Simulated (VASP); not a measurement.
Write the native input for VASP 6.6.1 that does the following.

| Item | Value |
| --- | --- |
| Task | single point |
| Functional | PBE |
| Potentials or basis | VASP PAW PBE potentials, release 64 (As, S) |
| Cutoff | 520 eV |
| k mesh | 7 × 7 × 7 |
| Occupations | fermi-dirac, width 0.05 eV |
| Spin | no spin polarisation |
| Further INCAR settings | ALGO = Normal; EDIFF = 1e-07; NBANDS = 25 |

The structure of As2S lies in POSCAR:

```
As2S
1.0
   -3.5064800000      3.5064800000      2.4859190000
    3.5064800000     -3.5064800000      2.4859190000
    3.5064800000      3.5064800000     -2.4859190000
As S
4 2
Direct
    0.8750000000      0.1250000000      0.2500000000
    0.8750000000      0.6250000000      0.7500000000
    0.3750000000      0.1250000000      0.2500000000
    0.8750000000      0.1250000000      0.7500000000
    0.2500000000      0.7500000000      0.5000000000
    0.5000000000      0.5000000000      0.0000000000
```

The cell comes from a database or a generator and needn't be the stable form of this composition.

One way to write it, as run:

INCAR

```
SYSTEM = As2S
ALGO = Normal ; EDIFF = 1E-7
ENCUT = 520 ; GGA = PE
ISIF = 2 ; ISMEAR = -1
LASPH = .True. ; LCHARG = .True.
LELF = .True. ; LREAL = .False.
LVHAR = .True. ; LWAVE = .False.
NBANDS = 25 ; NELM = 60
PREC = Accurate ; SIGMA = 0.05
```

KPOINTS

```
k-points
0
Gamma
  7 7 7
  0 0 0
```

Potentials or basis: VASP PAW PBE potentials, release 64 (As, S).

Launch:

```sh
$ cat potpaw_PBE.64/As/POTCAR potpaw_PBE.64/S/POTCAR > POTCAR
$ mpirun -np 1 vasp_std > vasp.out
```

Results of the run:

The pressure is 0.4 GPa and the band gap on the k mesh is none (metal or under the smearing width).

It took 2.2 min on 1 thread of Intel(R) Xeon(R) Platinum 8259CL CPU @ 2.50GHz (Skylake/Cascade Lake), with other jobs on the host, peak memory 0.29 GiB.
